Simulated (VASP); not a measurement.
Method: r2SCAN meta-GGA, VASP's PBE PAW potentials (set 64) (plane waves; VASP).

Input for VASP

**INCAR**
```
# general
SYSTEM =Ni(100) slab
PREC   =Normal
ENCUT  =400
LREAL  =.False.
LASPH  =.True.

# electronic loop
EDIFF  =1E-5
NELM   =100
NELMIN =4
ALGO   =Normal
LMAXMIX=4
LMIXTAU=.True.

# smearing
ISMEAR =1
SIGMA  =0.1

# functional
METAGGA=R2SCAN

# spin
ISPIN  =2
MAGMOM =0.8 0.8 0.8 0.8 0.8 0.8

# ions
IBRION =2
NSW    =50
ISIF   =2
EDIFFG =-0.03

# output
LWAVE  =.True.
LCHARG =.False.
LORBIT =10

# other
LDIPOL =.True.
IDIPOL =3
DIPOL  =0.5 0.5 0.5
```

POSCAR:
```
Ni(100) slab
1
    2.4619225217     0.0000000000     0.0000000000
    0.0000000000     2.4619225217    -0.0000000000
   -0.0000000000    -0.0000000000    25.2817738639
Ni
6
Direct
  0.0000000000   0.5000000000   0.3278560000
  0.5000000000   0.0000000000   0.3967140000
  0.0000000000   0.5000000000   0.4655710000
  0.5000000000   0.0000000000   0.5344290000
  0.0000000000   0.5000000000   0.6032860000
  0.5000000000   0.0000000000   0.6721440000
```

**KPOINTS**
```
Automatic mesh
0
Gamma
11 11 1
0 0 0
```

POTCAR, in this order: Ni (PBE.64 set). Program: vasp_std.

The run wrote:

OSZICAR:
```
...
DAV:   3    -0.697147464994E+02    0.89268E-02   -0.27463E-02  3926   0.311E+00    0.167E-01
DAV:   4    -0.697157815556E+02   -0.10351E-02   -0.22501E-03  4620   0.104E+00    0.278E-01
DAV:   5    -0.697157513517E+02    0.30204E-04   -0.99793E-04  3598   0.757E-01    0.373E-02
DAV:   6    -0.697158448850E+02   -0.93533E-04   -0.15275E-04  3244   0.103E-01    0.336E-02
DAV:   7    -0.697159954393E+02   -0.15055E-03   -0.39232E-05  2512   0.890E-02    0.129E-02
DAV:   8    -0.697160410963E+02   -0.45657E-04   -0.24975E-05  2400   0.502E-02    0.131E-02
DAV:   9    -0.697160726105E+02   -0.31514E-04   -0.13850E-05  2176   0.353E-02    0.104E-02
DAV:  10    -0.697160801318E+02   -0.75213E-05   -0.11100E-05  2120   0.337E-02
   7 F= -.69716080E+02 E0= -.69716386E+02  d E =-.689827E-03  mag=     4.1182
       N       E                     dE             d eps       ncg     rms          rms(c)
DAV:   1    -0.697108723360E+02    0.52003E-02   -0.24449E+00  3192   0.816E+00    0.572E-01
DAV:   2    -0.697877231881E+02   -0.76851E-01   -0.38344E-01  4512   0.103E+01    0.476E+00
DAV:   3    -0.697117479484E+02    0.75975E-01   -0.22870E-01  3872   0.934E+00    0.483E-01
DAV:   4    -0.697171788833E+02   -0.54309E-02   -0.20294E-02  4674   0.308E+00    0.819E-01
DAV:   5    -0.697158179455E+02    0.13609E-02   -0.86353E-03  3654   0.224E+00    0.108E-01
DAV:   6    -0.697163965298E+02   -0.57858E-03   -0.12232E-03  3344   0.293E-01    0.955E-02
DAV:   7    -0.697170296913E+02   -0.63316E-03   -0.33356E-04  4150   0.289E-01    0.410E-02
DAV:   8    -0.697172276669E+02   -0.19798E-03   -0.73091E-05  2992   0.105E-01    0.352E-02
DAV:   9    -0.697173075156E+02   -0.79849E-04   -0.32842E-05  2544   0.816E-02    0.196E-02
DAV:  10    -0.697174706212E+02   -0.16311E-03   -0.30707E-05  2494   0.633E-02    0.183E-02
DAV:  11    -0.697174900260E+02   -0.19405E-04   -0.23011E-05  2256   0.629E-02    0.829E-03
DAV:  12    -0.697175229833E+02   -0.32957E-04   -0.20798E-05  2446   0.406E-02    0.825E-03
DAV:  13    -0.697175787466E+02   -0.55763E-04   -0.12489E-05  2206   0.317E-02    0.743E-03
DAV:  14    -0.697175871612E+02   -0.84146E-05   -0.11187E-05  2164   0.290E-02
   8 F= -.69717587E+02 E0= -.69718021E+02  d E =-.219686E-02  mag=     4.0996
       N       E                     dE             d eps       ncg     rms          rms(c)
DAV:   1    -0.696904007685E+02    0.27178E-01   -0.98011E+00  3192   0.164E+01    0.117E+00
DAV:   2    -0.700102536010E+02   -0.31985E+00   -0.18155E+00  4360   0.217E+01    0.887E+00
DAV:   3    -0.697038172600E+02    0.30644E+00   -0.95963E-01  3926   0.191E+01    0.999E-01
DAV:   4    -0.697194582849E+02   -0.15641E-01   -0.86937E-02  4642   0.622E+00    0.158E+00
DAV:   5    -0.697131652632E+02    0.62930E-02   -0.32819E-02  3624   0.439E+00    0.210E-01
DAV:   6    -0.697142748519E+02   -0.11096E-02   -0.44483E-03  3338   0.568E-01    0.172E-01
DAV:   7    -0.697155345351E+02   -0.12597E-02   -0.12309E-03  4536   0.606E-01    0.117E-01
DAV:   8    -0.697161186982E+02   -0.58416E-03   -0.34404E-04  3772   0.284E-01    0.680E-02
DAV:   9    -0.697164238186E+02   -0.30512E-03   -0.91074E-05  3258   0.171E-01    0.349E-02
DAV:  10    -0.697167662566E+02   -0.34244E-03   -0.61724E-05  2984   0.886E-02    0.288E-02
DAV:  11    -0.697169140233E+02   -0.14777E-03   -0.51124E-05  2630   0.111E-01    0.186E-02
DAV:  12    -0.697170093613E+02   -0.95338E-04   -0.35631E-05  2662   0.650E-02    0.988E-03
DAV:  13    -0.697170325389E+02   -0.23178E-04   -0.12317E-05  2110   0.351E-02    0.939E-03
DAV:  14    -0.697170509056E+02   -0.18367E-04   -0.74894E-06  2012   0.258E-02    0.102E-02
DAV:  15    -0.697170966084E+02   -0.45703E-04   -0.52774E-06  1966   0.213E-02    0.833E-03
DAV:  16    -0.697171606064E+02   -0.63998E-04   -0.16817E-05  2326   0.350E-02    0.475E-03
DAV:  17    -0.697172097556E+02   -0.49149E-04   -0.27696E-05  2420   0.404E-02    0.407E-03
DAV:  18    -0.697172287206E+02   -0.18965E-04   -0.99842E-06  2082   0.326E-02    0.379E-03
DAV:  19    -0.697172257970E+02    0.29236E-05   -0.13398E-05  2144   0.387E-02
   9 F= -.69717226E+02 E0= -.69717907E+02  d E =-.183549E-02  mag=     4.0708
       N       E                     dE             d eps       ncg     rms          rms(c)
DAV:   1    -0.697082250853E+02    0.90036E-02   -0.33714E+00  3192   0.960E+00    0.651E-01
DAV:   2    -0.698215638152E+02   -0.11334E+00   -0.43961E-01  4632   0.114E+01    0.604E+00
DAV:   3    -0.697156246968E+02    0.10594E+00   -0.39840E-01  3838   0.994E+00    0.425E-01
DAV:   4    -0.697200610032E+02   -0.44363E-02   -0.24122E-02  4452   0.313E+00    0.906E-01
DAV:   5    -0.697167899876E+02    0.32710E-02   -0.11757E-02  3484   0.252E+00    0.128E-01
DAV:   6    -0.697165536768E+02    0.23631E-03   -0.26022E-03  3200   0.448E-01    0.103E-01
DAV:   7    -0.697175703066E+02   -0.10166E-02   -0.11267E-03  3280   0.371E-01    0.488E-02
DAV:   8    -0.697179452782E+02   -0.37497E-03   -0.58160E-04  3200   0.236E-01    0.536E-02
DAV:   9    -0.697177313715E+02    0.21391E-03   -0.92226E-05  3144   0.106E-01    0.355E-02
DAV:  10    -0.697178642852E+02   -0.13291E-03   -0.16559E-04  3136   0.135E-01    0.143E-02
DAV:  11    -0.697179552073E+02   -0.90922E-04   -0.14671E-04  3192   0.109E-01    0.152E-02
DAV:  12    -0.697180006541E+02   -0.45447E-04   -0.89395E-05  3040   0.884E-02    0.524E-03
DAV:  13    -0.697180302118E+02   -0.29558E-04   -0.13227E-05  2230   0.349E-02    0.385E-03
DAV:  14    -0.697180560907E+02   -0.25879E-04   -0.59454E-05  2824   0.687E-02    0.433E-03
DAV:  15    -0.697180138811E+02    0.42210E-04   -0.28305E-05  2580   0.488E-02    0.282E-03
DAV:  16    -0.697180636171E+02   -0.49736E-04   -0.15257E-05  2350   0.346E-02    0.289E-03
DAV:  17    -0.697180505680E+02    0.13049E-04   -0.35059E-05  2542   0.463E-02    0.368E-03
DAV:  18    -0.697181160406E+02   -0.65473E-04   -0.20129E-05  2310   0.372E-02    0.212E-03
DAV:  19    -0.697180788552E+02    0.37185E-04   -0.10399E-05  2104   0.298E-02    0.222E-03
DAV:  20    -0.697180680454E+02    0.10810E-04   -0.22908E-05  2502   0.413E-02    0.185E-03
DAV:  21    -0.697180585316E+02    0.95138E-05   -0.45175E-05  2800   0.560E-02
  10 F= -.69718059E+02 E0= -.69718610E+02  d E =-.266823E-02  mag=     4.0822
       N       E                     dE             d eps       ncg     rms          rms(c)
DAV:   1    -0.697163056305E+02    0.17624E-02   -0.51441E-01  3192   0.371E+00    0.206E-01
DAV:   2    -0.697191305360E+02   -0.28249E-02   -0.17359E-02  4812   0.198E+00    0.988E-01
DAV:   3    -0.697169311288E+02    0.21994E-02   -0.15096E-02  3488   0.237E+00    0.316E-01
DAV:   4    -0.697180613301E+02   -0.11302E-02   -0.37364E-03  3872   0.128E+00    0.340E-01
DAV:   5    -0.697177451442E+02    0.31619E-03   -0.14211E-03  3490   0.931E-01    0.610E-02
DAV:   6    -0.697179154425E+02   -0.17030E-03   -0.31968E-04  3216   0.157E-01    0.508E-02
DAV:   7    -0.697179429567E+02   -0.27514E-04   -0.67151E-05  2910   0.135E-01    0.214E-02
DAV:   8    -0.697179953539E+02   -0.52397E-04   -0.25268E-05  2184   0.500E-02    0.120E-02
DAV:   9    -0.697179937989E+02    0.15550E-05   -0.14537E-05  2096   0.440E-02
  11 F= -.69717994E+02 E0= -.69718486E+02  d E =0.647327E-04  mag=     4.0811
       N       E                     dE             d eps       ncg     rms          rms(c)
DAV:   1    -0.697177012458E+02    0.29411E-03   -0.14174E-01  3192   0.195E+00    0.106E-01
DAV:   2    -0.697171222692E+02    0.57898E-03   -0.44271E-03  4344   0.909E-01    0.451E-01
DAV:   3    -0.697169864656E+02    0.13580E-03   -0.38155E-03  3374   0.116E+00    0.186E-01
DAV:   4    -0.697180169157E+02   -0.10305E-02   -0.12456E-03  3960   0.683E-01    0.176E-01
DAV:   5    -0.697180429561E+02   -0.26040E-04   -0.47247E-04  3996   0.491E-01    0.295E-02
DAV:   6    -0.697181560298E+02   -0.11307E-03   -0.19857E-04  3192   0.106E-01    0.308E-02
DAV:   7    -0.697182079721E+02   -0.51942E-04   -0.52167E-05  2728   0.932E-02    0.831E-03
DAV:   8    -0.697182048963E+02    0.30758E-05   -0.21290E-05  2304   0.390E-02
  12 F= -.69718205E+02 E0= -.69718726E+02  d E =-.146365E-03  mag=     4.0818
```

**OUTCAR**
```
------------------------ aborting loop because EDIFF is reached ----------------------------------------
  FORCE on cell =-STRESS in cart. coord.  units (eV):
  Direction    XX          YY          ZZ          XY          YZ          ZX
  --------------------------------------------------------------------------------------
  Total       -2.2345436     -2.2345436     -0.3346113      0.0000000      0.0000000      0.0000000
  in kB      -23.3637806    -23.3637806     -3.4986047      0.0000000      0.0000000      0.0000000
  external PRESSURE =     -16.7420553 kB  Pullay stress =       0.0000000 kB
  volume of cell :      153.23
      direct lattice vectors                 reciprocal lattice vectors
     2.461922522  0.000000000  0.000000000     0.406186625  0.000000000  0.000000000
     0.000000000  2.461922522  0.000000000     0.000000000  0.406186625  0.000000000
     0.000000000  0.000000000 25.281773864     0.000000000  0.000000000  0.039554187
 POSITION                                       TOTAL-FORCE (eV/Angst)
 -----------------------------------------------------------------------------------
      0.00000      1.23096      8.35563         0.000000     -0.000000      0.006005
      1.23096      0.00000     10.02443        -0.000000     -0.000000     -0.000149
      0.00000      1.23096     11.77354        -0.000000      0.000000     -0.004690
      1.23096      0.00000     13.50823         0.000000     -0.000000      0.004690
      0.00000      1.23096     15.25734         0.000000     -0.000000      0.000149
      1.23096      0.00000     16.92614        -0.000000     -0.000000     -0.006005
 -----------------------------------------------------------------------------------
    total drift:                                0.000000      0.000000      0.000000
  FREE ENERGIE OF THE ION-ELECTRON SYSTEM (eV)
  ---------------------------------------------------
  free  energy   TOTEN  =       -69.7182048963 eV

  energy  without entropy=      -69.7197687799  energy(sigma->0) =      -69.71872619

 total charge

# of ion       s       p       d       tot
------------------------------------------
    1        0.504   0.389   8.338   9.231
    2        0.531   0.560   8.334   9.425
    3        0.526   0.543   8.334   9.403
    4        0.526   0.543   8.334   9.403
    5        0.531   0.560   8.334   9.425
    6        0.504   0.389   8.338   9.231
--------------------------------------------------
tot          3.121   2.985  50.012  56.117

 magnetization (x)

# of ion       s       p       d       tot
------------------------------------------
    1       -0.010  -0.039   0.812   0.764
    2       -0.013  -0.043   0.754   0.698
    3       -0.012  -0.044   0.722   0.667
    4       -0.012  -0.044   0.722   0.667
    5       -0.013  -0.043   0.754   0.698
    6       -0.010  -0.039   0.812   0.764
--------------------------------------------------
tot         -0.069  -0.251   4.577   4.256

 reached required accuracy - stopping structural energy minimisation
```
(Selected blocks of OUTCAR.)

**CONTCAR**
```
Ni(100) slab
   1.00000000000000
     2.4619225217000000    0.0000000000000000    0.0000000000000000
     0.0000000000000000    2.4619225217000000    0.0000000000000000
     0.0000000000000000    0.0000000000000000   25.2817738638999998
  Ni
     6
Direct
     0.0000000000000000    0.5000000000000000    0.3305002059207691
     0.5000000000000000    0.0000000000000000    0.3965081314694661
     0.0000000000000000    0.5000000000000000    0.4656928217459992
     0.5000000000000000    0.0000000000000000    0.5343071782540009
     0.0000000000000000    0.5000000000000000    0.6034918685305339
     0.5000000000000000    0.0000000000000000    0.6694997940792308
```

The cell is a thin slab with vacuum, built from Ni (fcc): (100) face.
